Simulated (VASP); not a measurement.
Calculation: r2SCAN meta-GGA, VASP's PBE PAW potentials (set 64) (plane waves; VASP).

VASP input:

### POSCAR
```
GePt3
1
   -0.0000000000     3.1365813376     3.1365813376
    3.1365813376     0.0000000000     3.1365813376
    3.1365813376     3.1365813376     0.0000000000
Ge Pt
1 3
Direct
  0.0000000000   0.0000000000   0.0000000000
  0.5000000000   0.5000000000   0.5000000000
  0.2500000000   0.2500000000   0.2500000000
  0.7500000000   0.7500000000   0.7500000000
```

File KPOINTS_OPT:
```
k-points along high-symmetry lines
10
Line-mode
Reciprocal
  0.000000   0.000000   0.000000 ! GAMMA
  0.500000   0.000000   0.500000 ! X

  0.500000   0.000000   0.500000 ! X
  0.625000   0.250000   0.625000 ! U

  0.375000   0.375000   0.750000 ! K
  0.000000   0.000000   0.000000 ! GAMMA

  0.000000   0.000000   0.000000 ! GAMMA
  0.500000   0.500000   0.500000 ! L

  0.500000   0.500000   0.500000 ! L
  0.500000   0.250000   0.750000 ! W

  0.500000   0.250000   0.750000 ! W
  0.500000   0.000000   0.500000 ! X
```

KPOINTS:
```
Automatic mesh
0
Gamma
10 10 10
0 0 0
```

### INCAR
```
ALGO  =  Normal
EDIFF  =  1E-7
ENCUT  =  400
ISIF  =  2
ISMEAR  =  -5
LASPH  =  .TRUE.
LCHARG  =  .FALSE.
LEFG  =  .TRUE.
LMAXMIX  =  6
LMIXTAU  =  .TRUE.
LORBIT  =  11
LREAL  =  .FALSE.
LWAVE  =  .FALSE.
METAGGA  =  R2SCAN
NEDOS  =  601
NELM  =  100
PREC  =  Accurate
SYSTEM  =  GePt3
```

POTCAR, in this order: Ge_d Pt (PBE.64 set). Program: vasp_std.

Output of the run:

File OSZICAR:
```
       N       E                     dE             d eps       ncg     rms          rms(c)
DAV:   1     0.177485728288E+03    0.17749E+03   -0.19491E+04  3054   0.305E+03
DAV:   2    -0.140383339665E+03   -0.31787E+03   -0.30942E+03  2654   0.687E+02
DAV:   3    -0.178108282540E+03   -0.37725E+02   -0.36197E+02  2742   0.136E+02
DAV:   4    -0.179664308582E+03   -0.15560E+01   -0.15397E+01  2836   0.286E+01
DAV:   5    -0.179700810077E+03   -0.36501E-01   -0.36446E-01  2936   0.464E+00    0.199E+01
DAV:   6    -0.168490078349E+03    0.11211E+02   -0.76818E+00  2592   0.206E+01    0.117E+01
DAV:   7    -0.168415016149E+03    0.75062E-01   -0.85110E-01  2782   0.675E+00    0.514E+00
DAV:   8    -0.168431489736E+03   -0.16474E-01   -0.61994E-01  2606   0.494E+00    0.252E+00
DAV:   9    -0.168576957574E+03   -0.14547E+00   -0.28278E-01  2646   0.352E+00    0.273E-01
DAV:  10    -0.168602539962E+03   -0.25582E-01   -0.19045E-02  2620   0.106E+00    0.103E-01
DAV:  11    -0.168602640985E+03   -0.10102E-03   -0.37017E-03  2694   0.409E-01    0.767E-02
DAV:  12    -0.168603121885E+03   -0.48090E-03   -0.83394E-04  2564   0.238E-01    0.279E-02
DAV:  13    -0.168603245340E+03   -0.12345E-03   -0.22231E-04  2764   0.107E-01    0.137E-02
DAV:  14    -0.168603288291E+03   -0.42951E-04   -0.33460E-05  2648   0.450E-02    0.504E-03
DAV:  15    -0.168603290343E+03   -0.20516E-05   -0.18319E-06  2996   0.145E-02    0.188E-03
DAV:  16    -0.168603289651E+03    0.69179E-06   -0.11617E-06  2588   0.779E-03    0.126E-03
DAV:  17    -0.168603290139E+03   -0.48771E-06   -0.12719E-07  1486   0.269E-03    0.715E-04
DAV:  18    -0.168603290109E+03    0.30101E-07   -0.15681E-07  1636   0.295E-03
   1 F= -.16860329E+03 E0= -.16860329E+03  d E =0.000000E+00
       N       E                     dE             ncg
       N       E                     dE             ncg
```

OUTCAR:
```
------------------------ aborting loop because EDIFF is reached ----------------------------------------
  FORCE on cell =-STRESS in cart. coord.  units (eV):
  Direction    XX          YY          ZZ          XY          YZ          ZX
  --------------------------------------------------------------------------------------
  Total        0.0275245      0.0275245      0.0275245      0.0000000      0.0000000      0.0000000
  in kB        0.7145474      0.7145474      0.7145474      0.0000000      0.0000000      0.0000000
  external PRESSURE =       0.7145474 kB  Pullay stress =       0.0000000 kB
  volume of cell :       61.72
      direct lattice vectors                 reciprocal lattice vectors
     0.000000000  3.136581338  3.136581338    -0.159409225  0.159409225  0.159409225
     3.136581338  0.000000000  3.136581338     0.159409225 -0.159409225  0.159409225
     3.136581338  3.136581338  0.000000000     0.159409225  0.159409225 -0.159409225
 POSITION                                       TOTAL-FORCE (eV/Angst)
 -----------------------------------------------------------------------------------
      0.00000      0.00000      0.00000         0.000000      0.000000      0.000000
      3.13658      3.13658      3.13658         0.000000      0.000000      0.000000
      1.56829      1.56829      1.56829         0.000000      0.000000      0.000000
      4.70487      4.70487      4.70487        -0.000000     -0.000000     -0.000000
 -----------------------------------------------------------------------------------
    total drift:                                0.000000     -0.000000     -0.000000
  FREE ENERGIE OF THE ION-ELECTRON SYSTEM (eV)
  ---------------------------------------------------
  free  energy   TOTEN  =      -168.6032901086 eV

  energy  without entropy=     -168.6032901086  energy(sigma->0) =     -168.60329011

 total charge

# of ion       s       p       d       tot
------------------------------------------
    1        1.087   1.028  10.091  12.206
    2        0.618   0.527   8.203   9.348
    3        0.612   0.514   8.180   9.305
    4        0.612   0.514   8.180   9.305
--------------------------------------------------
tot          2.929   2.583  34.653  40.165

 Electric field gradients after diagonalization (V/A^2)
 (convention: |V_zz| > |V_xx| > |V_yy|)
----------------------------------------------------------------------
 ion       V_xx      V_yy      V_zz     asymmetry (V_yy - V_xx)/ V_zz
----------------------------------------------------------------------
   1       0.005     0.005    -0.010       0.000
   2      -0.000    -0.000     0.001       0.000
   3      -0.000    -0.000     0.001       0.000
   4      -0.000    -0.000     0.001       0.000
```
(Selected blocks of OUTCAR.)

OUTCAR:
```
 val. band max:       10.2549469659   @ k =   0.5000   0.4000   0.1000

 cond. band min:      10.2319172657   @ k =  -0.4000   0.4000   0.1000


 Fermi energy:        10.2619563955

 k-point     1 :       0.0000    0.0000    0.0000
  band No.  band energies     occupation
      1     -15.5781      2.00000
      2     -15.5781      2.00000
      3     -15.5780      2.00000
      4     -15.5623      2.00000
      5     -15.5623      2.00000
      6      -2.1302      2.00000
      7       4.3140      2.00000
      8       4.3140      2.00000
      9       4.3690      2.00000
     10       4.3690      2.00000
     11       4.3690      2.00000
     12       5.9866      2.00000
     13       5.9866      2.00000
     14       5.9866      2.00000
     15       8.7568      2.00000
     16       8.7568      2.00000
     17       8.7568      2.00000
     18       8.9693      2.00000
     19       9.0992      2.00000
     20       9.0992      2.00000
     21       9.2331      2.00000
     22       9.2331      2.00000
     23      13.6499      0.00000
     24      13.6500      0.00000
     25      13.6500      0.00000
     26      15.1935      0.00000

 k-point     2 :       0.1000    0.0000    0.0000
  band No.  band energies     occupation
      1     -15.5783      2.00000
      2     -15.5780      2.00000
      3     -15.5780      2.00000
      4     -15.5621      2.00000
      5     -15.5621      2.00000
      6      -1.9992      2.00000
      7       4.1499      2.00000
      8       4.1504      2.00000
      9       4.1504      2.00000
     10       4.6485      2.00000
     11       4.6485      2.00000
     12       5.9702      2.00000
     13       5.9702      2.00000
     14       6.0029      2.00000
     15       8.3424      2.00000
     16       8.5329      2.00000
     17       8.5329      2.00000
     18       9.0682      2.00000
     19       9.0682      2.00000
     20       9.3146      2.00000
     21       9.3146      2.00000
     22       9.3200      2.00000
...
```

For a metal the tetrahedron method with Blöchl corrections gives inexact stress and forces. Unless said otherwise, spin-orbit coupling is left out, though it shifts the bands of the heavy elements here.

The structure was generated: GePt3 was put into the D03 type (Fm-3m), which need not be its known phase. It was relaxed first, which changed the volume by -11 %.
